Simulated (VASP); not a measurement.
Computed with PBE GGA with D4 dispersion, VASP's PBE PAW potentials (set 64) (plane waves; VASP 6.6.1).

The input files of a VASP run:

**KPOINTS**
```
K-points
0
G
11 11 11
```

INCAR:
```
LREAL  =  F   # projection in real space or not
ALGO  =  Normal   # blocked Davidson
GGA  =  PE
LWAVE  =  F
IVDW  =  13
ISIF  =  3   # ions, shape and volume
EDIFFG  =  -0.01   # ionic stop
LCHARG  =  F
SYSTEM  =  TiCo
SIGMA  =  0.1   # width (eV)
NSW  =  60   # most ionic steps
LMAXMIX  =  4
LASPH  =  T   # aspherical one-centre terms
ENCUT  =  520
PREC  =  Accurate
ISMEAR  =  1
EDIFF  =  1E-6   # SCF stop (eV)
NELM  =  100
IBRION  =  2
```

### POSCAR
```
TiCo
1.0
  2.9900000000   0.0000000000   0.0000000000
  0.0000000000   2.9900000000   0.0000000000
  0.0000000000   0.0000000000   2.9900000000
Ti Co
1 1
Cartesian
  0.0000000000   0.0000000000   0.0000000000
  1.4950000000   1.4950000000   1.4950000000
```

POTCAR, in this order: Ti_sv Co (PBE.64 set). Program: vasp_std.

What VASP printed:

**OSZICAR**
```
       N       E                     dE             d eps       ncg     rms          rms(c)
DAV:   1     0.153059005904E+03    0.15306E+03   -0.10450E+04  1568   0.187E+03
DAV:   2    -0.807681422389E+01   -0.16114E+03   -0.15841E+03  1580   0.410E+02
DAV:   3    -0.177083947517E+02   -0.96316E+01   -0.95611E+01  2548   0.110E+02
DAV:   4    -0.179818163883E+02   -0.27342E+00   -0.27227E+00  1868   0.151E+01
DAV:   5    -0.179924338171E+02   -0.10617E-01   -0.10617E-01  2316   0.275E+00    0.129E+01
DAV:   6    -0.159702905220E+02    0.20221E+01   -0.13156E+01  1994   0.550E+01    0.592E+00
DAV:   7    -0.189193658970E+02   -0.29491E+01   -0.30002E+01  2616   0.506E+01    0.251E+01
DAV:   8    -0.156126588490E+02    0.33067E+01   -0.19634E+01  2386   0.415E+01    0.168E+00
DAV:   9    -0.156506973753E+02   -0.38039E-01   -0.31068E-01  2004   0.536E+00    0.191E+00
DAV:  10    -0.156355459972E+02    0.15151E-01   -0.84981E-02  2322   0.364E+00    0.566E-01
DAV:  11    -0.156333942702E+02    0.21517E-02   -0.62868E-03  2050   0.892E-01    0.359E-01
DAV:  12    -0.156324033335E+02    0.99094E-03   -0.35563E-03  2198   0.536E-01    0.860E-02
DAV:  13    -0.156323261543E+02    0.77179E-04   -0.27639E-04  1974   0.159E-01    0.413E-02
DAV:  14    -0.156323171428E+02    0.90115E-05   -0.66969E-05  2500   0.743E-02    0.798E-03
DAV:  15    -0.156323166106E+02    0.53221E-06   -0.71382E-06  1830   0.348E-02
   1 F= -.16241372E+02 E0= -.16241432E+02  d E =-.162414E+02
       N       E                     dE             d eps       ncg     rms          rms(c)
DAV:   1    -0.177877343470E+02   -0.21554E+01   -0.47316E+01  1652   0.105E+02    0.139E+01
DAV:   2    -0.205720267490E+02   -0.27843E+01   -0.47477E+01  1886   0.972E+01    0.197E+01
DAV:   3    -0.156481563855E+02    0.49239E+01   -0.23939E+01  2266   0.672E+01    0.479E+00
DAV:   4    -0.155286972816E+02    0.11946E+00   -0.14203E+00  2210   0.115E+01    0.129E+00
DAV:   5    -0.155465295952E+02   -0.17832E-01   -0.18870E-01  2304   0.490E+00    0.145E+00
DAV:   6    -0.155578343761E+02   -0.11305E-01   -0.56617E-02  2424   0.243E+00    0.610E-01
DAV:   7    -0.155709759130E+02   -0.13142E-01   -0.29083E-02  2148   0.116E+00    0.973E-02
DAV:   8    -0.155714158416E+02   -0.43993E-03   -0.47787E-03  1976   0.497E-01    0.107E-01
DAV:   9    -0.155716369289E+02   -0.22109E-03   -0.58770E-04  1634   0.235E-01    0.464E-02
DAV:  10    -0.155716308918E+02    0.60371E-05   -0.13380E-04  2296   0.873E-02    0.207E-02
DAV:  11    -0.155716295765E+02    0.13153E-05   -0.80143E-06  1986   0.285E-02    0.558E-03
DAV:  12    -0.155716295696E+02    0.69513E-08   -0.77203E-07   876   0.104E-02
   2 F= -.16234358E+02 E0= -.16234628E+02  d E =0.701418E-02
       N       E                     dE             d eps       ncg     rms          rms(c)
DAV:   1    -0.162504115351E+02   -0.67878E+00   -0.13407E+01  1682   0.598E+01    0.712E+00
DAV:   2    -0.179031648618E+02   -0.16528E+01   -0.19572E+01  2404   0.512E+01    0.200E+01
DAV:   3    -0.156386758931E+02    0.22645E+01   -0.16547E+01  2348   0.406E+01    0.190E+00
DAV:   4    -0.156363848951E+02    0.22910E-02   -0.21082E-01  1646   0.390E+00    0.151E+00
DAV:   5    -0.156307485863E+02    0.56363E-02   -0.65802E-02  2304   0.211E+00    0.877E-01
DAV:   6    -0.156313588620E+02   -0.61028E-03   -0.20586E-03  1860   0.494E-01    0.783E-01
DAV:   7    -0.156320734026E+02   -0.71454E-03   -0.26861E-02  2274   0.160E+00    0.102E-01
DAV:   8    -0.156321291390E+02   -0.55736E-04   -0.14064E-03  1790   0.427E-01    0.840E-02
DAV:   9    -0.156321428255E+02   -0.13687E-04   -0.19914E-04  2112   0.165E-01    0.173E-02
DAV:  10    -0.156321430951E+02   -0.26953E-06   -0.23572E-05  2016   0.432E-02    0.378E-03
DAV:  11    -0.156321429875E+02    0.10759E-06   -0.86527E-07  1026   0.102E-02
   3 F= -.16266110E+02 E0= -.16266259E+02  d E =-.247379E-01
```

OUTCAR:
```
------------------------ aborting loop because EDIFF is reached ----------------------------------------
  Edisp (eV):   -0.63397
  FORCE on cell =-STRESS in cart. coord.  units (eV):
  Direction    XX          YY          ZZ          XY          YZ          ZX
  --------------------------------------------------------------------------------------
  Total      -0.00454    -0.00454    -0.00454     0.00000     0.00000    -0.00000
  in kB      -0.28324    -0.28324    -0.28324     0.00000     0.00000    -0.00000
  external pressure =       -0.28 kB  Pullay stress =        0.00 kB
  volume of cell :       25.66
      direct lattice vectors                 reciprocal lattice vectors
     2.949383299  0.000000000 -0.000000000     0.339053930  0.000000000 -0.000000000
    -0.000000000  2.949383299 -0.000000000    -0.000000000  0.339053930  0.000000000
     0.000000000  0.000000000  2.949383299     0.000000000  0.000000000  0.339053930
 POSITION                                       TOTAL-FORCE (eV/Angst)
 -----------------------------------------------------------------------------------
      0.00000      0.00000      0.00000         0.000000      0.000000      0.000000
      1.47469      1.47469      1.47469        -0.000000      0.000000      0.000000
 -----------------------------------------------------------------------------------
    total drift:                                0.000000      0.000000     -0.000000
  FREE ENERGIE OF THE ION-ELECTRON SYSTEM (eV)
  ---------------------------------------------------
  free  energy   TOTEN  =       -16.2661101180 eV

  energy  without entropy=      -16.2665572647  energy(sigma->0) =      -16.26625917

 reached required accuracy - stopping structural energy minimisation
```
(Selected blocks of OUTCAR.)

### CONTCAR
```
TiCo
   1.00000000000000
     2.9493832993511031    0.0000000000000000   -0.0000000000000000
    -0.0000000000000000    2.9493832993511031   -0.0000000000000000
     0.0000000000000000    0.0000000000000000    2.9493832993511031
  Ti              Co
     1     1
Direct
     0.0000000000000000    0.0000000000000000    0.0000000000000000
     0.5000000000000000    0.5000000000000000    0.5000000000000000
```

Energy and stress use the plane-wave basis of the starting cell.

The compound is TiCo in the CsCl type structure. This run relaxes it. Symmetry was kept, so distortions that lower it aren't found. The run is not spin-polarised, so no magnetic state was tried. The electron count is odd and the run is not spin-polarised, which forces a metal.
